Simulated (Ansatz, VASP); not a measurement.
# Cross-check of Mo between VASP and Ansatz

Aim: how closely do two programs agree when they are given the same cell, functional and k mesh? The cell is taken from a series of VASP runs on this material, whose earlier steps may have relaxed, scaled or displaced it; both programs get it as it stands.

Main program and level: Ansatz 0.2.0; plane waves, with VASP 6.6.1 beside it; relaxation of cell and atoms at LDA.

### Step 1. The starting structure

Symmetry: Im-3m, No. 229, cubic system. Conventional cell: a = 3.116 Å, b = 3.116 Å, c = 3.116 Å, α = 90.00°, β = 90.00°, γ = 90.00°. Nearest to Mo lie 8 Mo at 2.70 Å.

### Step 2. Ansatz: relaxation of cell and atoms, LDA

Ansatz runs on its default PAW (the set named soft_2) files.

The relaxed volume is the usual yardstick between codes: its relative difference is about their pressure difference at one cell divided by the bulk modulus.

The input, input.yaml:

```yaml
crystal:
  lattice:
    - [-1.5580040674, 1.5580040674, 1.5580040674]
    - [1.5580040674, -1.5580040674, 1.5580040674]
    - [1.5580040674, 1.5580040674, -1.5580040674]
  atoms:
    - { symbol: Mo, position: [0.0, 0.0, 0.0] }
hamiltonian:
  xc: lda
  pseudopotentials: { kind: paw }
kpoints:
  mp_grid: { grid: [20, 20, 20] }
scf:
  occupations: { method: methfessel_paxton, width: 0.15 }
relax:
  f_tol: 0.01
  max_steps: 60
  cell: { stress_tol: 0.05 }
output:
  forces: true
  stress: true
```

Command:

```sh
$ ansatz run input.yaml --threads 4 --pin off --max-ram 9216MiB --backend cpu --events-out ev --progress --plain --runs-dir out
```

Numbers of over 12 decimals in the logs are rounded to 6 here.

The log of the run:

```text
Engine: ansatz 0.2.0, aarch64-unknown-linux-gnu
Pseudopotentials: kind: paw
Pseudopotential: Mo, paw, valence charge 14, recommended cutoff 420 eV (normal), Mo.paw.azcp
Functional definition: SPW92
  exchange = slater_x
  correlation = pw_c
Crystal: 1 atoms, lattice volume = 15.127 Å³
Basis set: ecut = 420 eV, 321 PW (Γ)
Bands: 11, of which v1, the nominal top of the filled ones, is band 7 counted from 1 (6 counted from 0)
Symmetry: 48 space group operations
Space group: Im-3m (ITA 229), of the structure as read, at distance tolerance 2.5e-5 Å
k-points: 256 of 8000
Non-local potential: Mo, projectors of the file, l = 0: 3, l = 1: 2, l = 2: 2, l = 3: 1
PAW form: soft (Blöchl's): semilocal exchange-correlation on the pseudo side does not see the compensation charge
PAW frozen core: Mo, regenerated for the run's functional, and the local potential with it (the file was generated under x = pbe(κ = 0.804, μ = 0.219515), c = pbe(β = 0.066725))
PAW one-centre angular grid: Mo, 590 points (default); XC on 64 Gauss nodes
Initial density: superposition of atomic densities (neutral atoms: chi_scale 0, normalization atom), corrected by the library's trained network
Initial wavefunctions: pseudopotential atomic-orbital guess
Functional: x = slater, c = lda
SCF iter   1: F=—  HF=-4842.861480 eV  |F-HF|=—  |Δ(HF+E_count)|=         —  Δρ=7.44e-3  dr2=2.01e-3  ethr=1.77e-3  ⟨swp⟩=5.0  Hψ=16022  notcnv=0
preconditioner: auto → none  [metal: Δε(μ)=0.037 eV  Ē_g=8.606 eV  σ=0.150 eV  W_gap=0.21  n_scr=0 (ndim 8)  ℏωp=23.4 eV  f_vac=0.000  D(μ)=0.68/eV (n_scr^D=0)]
SCF iter   2: F=—  HF=-4842.861038 eV  |F-HF|=—  |Δ(HF+E_count)|=   4.42e-4  S|Δr|=    0.00e0  Δρ=3.62e-3  dr2=4.18e-4  ethr=1.43e-5  ⟨swp⟩=1.8  Hψ=5368  notcnv=0
SCF iter   3: F=—  HF=-4842.860975 eV  |F-HF|=—  |Δ(HF+E_count)|=   6.37e-5  S|Δr|=    0.00e0  Δρ=5.89e-4  dr2=3.71e-5  ethr=2.98e-6  ⟨swp⟩=3.0  Hψ=4592  notcnv=0
SCF iter   4: F=—  HF=-4842.860961 eV  |F-HF|=—  |Δ(HF+E_count)|=   1.39e-5  S|Δr|=    0.00e0  Δρ=1.04e-4  dr2=6.24e-7  ethr=2.65e-7  ⟨swp⟩=2.6  Hψ=4329  notcnv=0
SCF iter   5: F=—  HF=-4842.860961 eV  |F-HF|=—  |Δ(HF+E_count)|=   5.10e-8  S|Δr|=    0.00e0  Δρ=5.16e-5  dr2=1.72e-7  ethr=7.14e-10  ⟨swp⟩=4.3  Hψ=9383  notcnv=0
SCF iter   6: F=-4842.860961 eV  HF=-4842.860961 eV  |F-HF|=1.25e-8  |Δ(HF+E_count)|=   7.34e-8  S|Δr|=    0.00e0  Δρ=1.61e-5  dr2=1.55e-8  ethr=7.14e-10  ⟨swp⟩=4.0  Hψ=8774  notcnv=0
SCF 1 converged in 6 iterations: F = -4842.860961 eV  dr2 = 1.55e-8
  greatest PAW one-centre occupation: 0.999 electrons in one spin orbital (limit 2), on the Mo atom at site 0 (counted from 0), in its partial waves of l = 0
relax step   1: F+E_penalty+E_count = -4842.86096081 eV  Δ(F+E_penalty+E_count) = +0.000e0 eV  max|allowed force component| = 0.000e0 eV/Å  Δτ_max = 0.0000 Å  P = -1.161 GPa  Ω = 15.127 Å³  (6 SCF iters, dr2 threshold 1.00e-7 eV, accepted)
[...]
relax step   2: F+E_penalty+E_count = -4842.86046428 eV  Δ(F+E_penalty+E_count) = +4.965e-4 eV  max|allowed force component| = 0.000e0 eV/Å  Δτ_max = 0.0000 Å  P = +2.156 GPa  Ω = 14.958 Å³  energy of the carried Pulay correction = +1.326e-5 eV  (4 SCF iters, dr2 threshold 1.00e-7 eV, rejected (line search))
[...]
relax step   3: F+E_penalty+E_count = -4842.86118500 eV  Δ(F+E_penalty+E_count) = -2.242e-4 eV  max|allowed force component| = 0.000e0 eV/Å  Δτ_max = 0.0000 Å  P = -0.012 GPa  Ω = 15.068 Å³  energy of the carried Pulay correction = +4.658e-6 eV  (6 SCF iters, accepted)
[...]
relax step   4: F+E_penalty+E_count = -4842.86118060 eV  Δ(F+E_penalty+E_count) = +4.391e-6 eV  max|allowed force component| = 0.000e0 eV/Å  Δτ_max = 0.0000 Å  P = -0.013 GPa  Ω = 15.068 Å³  stress off target by 1.27e-2 GPa  SCF on the basis re-selected at this cell (its energy is not comparable with the rows above)  (3 SCF iters)
basis re-selected at this cell: Δ(F+E_penalty+E_count) = +4.391e-6 eV, ΔP = -0.000 GPa vs the last step (what re-selecting the basis moved, of the pressure what is left beyond the Pulay correction that the steps carried, after the strain that the cell walked since its last selection, with what the two solves' SCF thresholds leave and, on support functions, any second-order correction that the steps lacked; it is no measure of the basis error at this ecutwfc). This SCF's stress stands 1.27e-2 GPa from its target on what of the cell is left free (relax.cell.stress_tol is 5.00e-2 GPa) and its largest allowed force component is 0.00e0 eV/Å (relax.f_tol is 1.00e-2 eV/Å): [rest of the remark cut]
SCF converged after 3 iterations
Stability not checked: this state was not tested for a lower state beside it, because cold or Methfessel-Paxton smearing, or corrected tetrahedra, fill the levels in a way that the test cannot read (fill_not_monotonic; see scf.lower_state_search)
Free energy (F): -4842.861181 eV
Harris-Foulkes:  -4842.861181 eV  (|F-HF|=2.73e-12)
Internal energy: -4842.860649 eV  (E = F + TS)
E sigma→0 (E₀):  -4842.861048 eV
Entropy (-TS):   -0.000531 eV (-0.531 meV/atom)
Fermi energy:    21.758924 eV
--- Per-component energies (eV) ---
  E_band       = -45.898488
  E_kinetic    = 442.840035
  E_local      = -762.806074  (includes V_loc(G=0)·N_el)
  E_nonlocal   = 147.850946
  E_hartree    = 251.641233
  E_xc         = -183.041435
  E_vxc        = -229.471993  (∫ρ·V_xc dr)
  E_paw        = -3089.519596  (= ΣΔE_a)
  E_vpaw       = -147.593942  (= ΣTr[D̂ρ^β])
  E_aug_tail   = 0.000032  (compensation charges beyond the density's cutoff)
  E_ewald      = -1650.298606
  E_core_change = 0.472816  (= ΣΔE_core)
  E_smearing   = -0.000531  (= −TS)
  E_closure    = -0.000000  (closes the sum)
  Σ components = -4842.861181   (vs F -4842.861181, Δ=0.00e0)
--- Forces (eV/Å), atoms counted from 1 ---
  atom   1  Mo    -0.00000000    -0.00000000    -0.00000000
  max |Σ_I F_I| component: 3.80e-32 eV/Å
--- Stress (GPa, compression-positive) ---
       -0.012658      -0.000000       0.000000
       -0.000000      -0.012658       0.000000
       -0.000000       0.000000      -0.012658
  P = ⅓ Tr σ = -0.0127 GPa (-0.127 kbar)
--- Relaxed structure (3 steps of the walk, 2 accepted, 1 SCFs on fresh bases) ---
  F+E_penalty+E_count = -4842.86118060 eV   max|allowed force component| = 0.000e0 eV/Å   (the final SCF, on the basis selected at the relaxed cell)
  cell:  # Å, volume = 15.0677 Å³
    - [-1.555949, 1.555949, 1.555949]
    - [1.555949, -1.555949, 1.555949]
    - [1.555949, 1.555949, -1.555949]
  atoms:
    - { symbol: Mo, position: [0.0, 0.0, 0.0] }
```

Elapsed: 2.5 s, on 4 threads of Arm Neoverse V2, shared host; peak memory 0.32 GiB; 7.5 s of CPU time.

### Step 3. VASP: relaxation of cell and atoms, LDA

The same cell, functional (in two slightly different forms), mesh and smearing now go to VASP, with its own data sets and cutoff.

Lines of VASP's logs that name or quote its potential files are left out, and so is its time.

The input, INCAR:

```
SYSTEM = Mo
PREC = Accurate
ENCUT = 450
EDIFF = 1E-06
NELM = 100
ISMEAR = 1
SIGMA = 0.15
LREAL = .FALSE.
ALGO = Normal
GGA = CA
NBANDS = 13
LORBIT = 11
LWAVE = .FALSE.
LCHARG = .FALSE.
KPAR = 4
IBRION = 2
NSW = 50
ISIF = 3
EDIFFG = -0.006
```

The input, POSCAR:

```
Mo
1.0
   -1.5580040674      1.5580040674      1.5580040674
    1.5580040674     -1.5580040674      1.5580040674
    1.5580040674      1.5580040674     -1.5580040674
Mo
1
Direct
    0.0000000000      0.0000000000      0.0000000000
```

The input, KPOINTS:

```
Automatic mesh
0
Gamma
20 20 20
0 0 0
```

Potentials, in the order of the species: Mo_sv (LDA family, release 64).

Command:

```sh
$ mpirun -np 4 vasp_std
```

The log of the run:

```text
[banner, memory and clock lines left out]
running    4 mpi-ranks, on    1 nodes
 distrk:  each k-point on    1 cores,    4 groups
 distr:  one band on    1 cores,    1 groups

 POSCAR found type information on POSCAR Mo
 POSCAR found :  1 types and       1 ions
 LDA part: xc-table for (Slater(with rela. corr.)+CA(PZ))
 , standard interpolation
 POSCAR, INCAR and KPOINTS ok, starting setup
 FFT: planning ... GRIDC
 FFT: planning ... GRID_SOFT
 FFT: planning ... GRID
 WAVECAR not read
 entering main loop
       N       E                     dE             d eps       ncg     rms          rms(c)
DAV:   1     0.847984193538E+02    0.84798E+02   -0.72771E+03  6741   0.100E+03
DAV:   2    -0.118090220788E+02   -0.96607E+02   -0.93002E+02  7406   0.299E+02
DAV:   3    -0.128478898068E+02   -0.10389E+01   -0.10365E+01  7476   0.321E+01
DAV:   4    -0.128504087398E+02   -0.25189E-02   -0.25189E-02  7431   0.186E+00
DAV:   5    -0.128504248690E+02   -0.16129E-04   -0.16127E-04  7586   0.134E-01    0.167E+01
DAV:   6    -0.122311367166E+02    0.61929E+00   -0.71833E-01  6876   0.108E+01    0.437E+00
DAV:   7    -0.121384564495E+02    0.92680E-01   -0.13391E-01  7311   0.432E+00    0.930E-01
DAV:   8    -0.121316674999E+02    0.67889E-02   -0.47133E-03  6866   0.870E-01    0.208E-01
DAV:   9    -0.121316279314E+02    0.39568E-04   -0.14012E-04  7827   0.144E-01    0.714E-02
DAV:  10    -0.121316386751E+02   -0.10744E-04   -0.78959E-06  7006   0.325E-02    0.224E-03
DAV:  11    -0.121316387113E+02   -0.36198E-07   -0.46386E-08  3748   0.240E-03
   1 F= -.12131639E+02 E0= -.12131468E+02  d E =-.121316E+02
 curvature:   0.00 expect dE= 0.000E+00 dE for cont linesearch  0.000E+00
 trial: gam= 0.00000 g(F)=  0.469E-62 g(S)=  0.127E-04 ort = 0.000E+00 (trialstep = 0.100E+01)
 search vector abs. value=  0.127E-04
 bond charge predicted
       N       E                     dE             d eps       ncg     rms          rms(c)
DAV:   1    -0.121319553795E+02   -0.31670E-03   -0.69060E-03  6746   0.113E+00    0.224E-01
DAV:   2    -0.121316417214E+02    0.31366E-03   -0.49346E-04  6686   0.296E-01    0.330E-02
DAV:   3    -0.121316214613E+02    0.20260E-04   -0.68763E-05  6991   0.105E-01    0.347E-02
DAV:   4    -0.121316247913E+02   -0.33301E-05   -0.18140E-06  6467   0.136E-02    0.124E-03
DAV:   5    -0.121316247936E+02   -0.23053E-08   -0.10797E-07  3403   0.431E-03
   2 F= -.12131625E+02 E0= -.12131453E+02  d E =0.139177E-04
 trial-energy change:    0.000014  1 .order    0.000013   -0.000013    0.000039
 step:   0.2454(harm=  0.2454)  dis= 0.00000  next Energy=   -12.131640 (dE=-0.155E-05)
 bond charge predicted
       N       E                     dE             d eps       ncg     rms          rms(c)
DAV:   1    -0.121318284075E+02   -0.20362E-03   -0.39389E-03  6761   0.856E-01    0.168E-01
DAV:   2    -0.121316496133E+02    0.17879E-03   -0.28258E-04  6696   0.224E-01    0.250E-02
DAV:   3    -0.121316381469E+02    0.11466E-04   -0.39070E-05  6951   0.794E-02    0.259E-02
DAV:   4    -0.121316399968E+02   -0.18499E-05   -0.10267E-06  5512   0.103E-02    0.889E-04
DAV:   5    -0.121316399934E+02    0.33770E-08   -0.75150E-08  3343   0.358E-03
   3 F= -.12131640E+02 E0= -.12131469E+02  d E =-.128211E-05
 curvature:  -0.12 expect dE=-0.171E-07 dE for cont linesearch -0.171E-07
 trial: gam= 0.00000 g(F)=  0.305E-62 g(S)=  0.139E-06 ort =-0.133E-05 (trialstep = 0.849E+00)
 search vector abs. value=  0.139E-06
 reached required accuracy - stopping structural energy minimisation
```

From OUTCAR (step 3):

```text
ion  position               nearest neighbor table
   1  0.000  0.000  0.000-

  LATTYP: Found a body centered cubic cell.
 ALAT       =     3.1160081348

 Subroutine GETGRP returns: Found 48 space group operations
 (whereof 48 operations were pure point group operations)

The static configuration has the point symmetry O_h .

 Found    256 irreducible k-points:

   k-points           NKPTS =    256   k-points in BZ     NKDIM =    256   number of bands    NBANDS=     13

   dimension x,y,z NGX =    20 NGY =   20 NGZ =   20
   dimension x,y,z NGXF=    40 NGYF=   40 NGZF=   40

   ENCUT  =  450.0 eV  33.07 Ry    5.75 a.u.   4.67  4.67  4.67*2*pi/ulx,y,z

   NELECT =      14.0000    total number of electrons

 k-points in reciprocal lattice and weights: Automatic mesh
   0.00000000  0.00000000  0.00000000       0.000
   0.05000000  0.00000000  0.00000000       0.002
   0.10000000  0.00000000  0.00000000       0.002
   0.15000000  0.00000000  0.00000000       0.002
   0.20000000  0.00000000  0.00000000       0.002
   0.25000000  0.00000000  0.00000000       0.002
   0.30000000  0.00000000  0.00000000       0.002
   0.35000000  0.00000000  0.00000000       0.002
   0.40000000  0.00000000  0.00000000       0.002
[...]
0.50000000  0.50000000  0.45000000       0.002
   0.50000000  0.50000000  0.50000000       0.000

 average (electrostatic) potential at core
       1 -68.7081

 E-fermi :  13.0348

 k-point     1 :       0.0000    0.0000    0.0000
  band No.  band energies     occupation
    ...
      4     -21.2950      2.00000
      5       5.6776      2.00000
      6      11.5680      2.00000
      7      11.5680      2.00000
      8      11.5680      2.00000
      9      14.6946     -0.00000
     10      14.6946     -0.00000
     11      27.8822      0.00000
     12      27.8822      0.00000
     13      27.8822      0.00000

 k-point     2 :       0.0500    0.0000    0.0000
  band No.  band energies     occupation
    ...
      4     -21.2954      2.00000
      5       5.7937      2.00000
      6      11.5014      2.00000
      7      11.5579      2.00000
      8      11.6773      2.00000
      9      14.5928     -0.00000
     10      14.6959     -0.00000
     11      27.9730      0.00000
     12      28.0776      0.00000
     13      28.1258      0.00000

 k-point     3 :       0.1000    0.0000    0.0000
  band No.  band energies     occupation
    ...
      4     -21.2964      2.00000
      5       6.1275      2.00000
      6      11.3140      2.00000
      7      11.5150      2.00000
      8      12.0015      2.00000
      9      14.3559     -0.00000
     10      14.7035     -0.00000
     11      28.2046      0.00000
     12      28.6499      0.00000
     13      28.7610      0.00000

  Total        0.0009810      0.0009810      0.0009810     -0.0000000      0.0000000      0.0000000
  in kB        0.1039388      0.1039388      0.1039388     -0.0000000      0.0000000      0.0000000
  external PRESSURE =       0.1039388 kB  Pullay stress =       0.0000000 kB

  energy-cutoff  :      450.00
  volume of cell :       15.12
      direct lattice vectors                 reciprocal lattice vectors
    -1.557831615  1.557831615  1.557831615     0.000000000  0.320958950  0.320958950
     1.557831615 -1.557831615  1.557831615     0.320958950  0.000000000  0.320958950
     1.557831615  1.557831615 -1.557831615     0.320958950  0.320958950  0.000000000

 POSITION                                       TOTAL-FORCE (eV/Angst)
 -----------------------------------------------------------------------------------
      0.00000     -0.00000      0.00000        -0.000000      0.000000      0.000000
 -----------------------------------------------------------------------------------
    total drift:                                0.000000     -0.000000      0.000000

  FREE ENERGIE OF THE ION-ELECTRON SYSTEM (eV)
  ---------------------------------------------------
  free  energy   TOTEN  =       -12.1316399934 eV

  energy  without entropy=      -12.1311268632  energy(sigma->0) =      -12.13146895

 reached required accuracy - stopping structural energy minimisation

 total charge
# of ion       s       p       d       tot
------------------------------------------
    1        2.398   6.218   3.982  12.598

[... 3 further parts left out ...]
```

### Step 4. Side by side

Known differences besides the potentials themselves: the two LDA forms differ slightly; both relaxations stop at a tolerance, which leaves soft axes loose, and VASP keeps its plane-wave basis; the cutoff is 420 eV in Ansatz and 450 eV in VASP; VASP's log shows a relativistic correction to its local exchange, Ansatz's none; Ansatz adds a Pulay correction to the stress that steers its cell, VASP none. Total energies have different zeros and are not compared.

Both answers:

```
                                         quantity  Ansatz   VASP  difference
                                      volume (Å³)   15.07  15.12     -0.36 %
edge a after relaxation, in the typed setting (Å)   2.695  2.698     -0.12 %
```

The walks stopped with -0.01 GPa left in Ansatz and 0.01 GPa in VASP; each walk ends within a tolerance, so the volume difference is uncertain by about these residues over the bulk modulus, most in soft cells.

### Step 5. Results

* difference in volume (relaxation of cell and atoms, LDA): -0.36 %

**Reading.** The difference in volume is -0.36 % (relaxation of cell and atoms, LDA), within the 1.2 % picked in this series as the mark of a large difference, as far as the stopping tolerances let one tell. How closely two codes agree says nothing of how well the functional describes the real material.

[Lines on the potential files, build, host, timing and source positions are cut from VASP's logs without a mark.]

[Logs are printed without paths, hosts, clocks, repeated set-up lines and the standing remarks that a program may print on its own settings, such as how far it seeks lower states.]

[Hosts, paths, dates, database ids (printed as entryN), source tags and the programs' standing remarks are cut or masked in the printed files.]
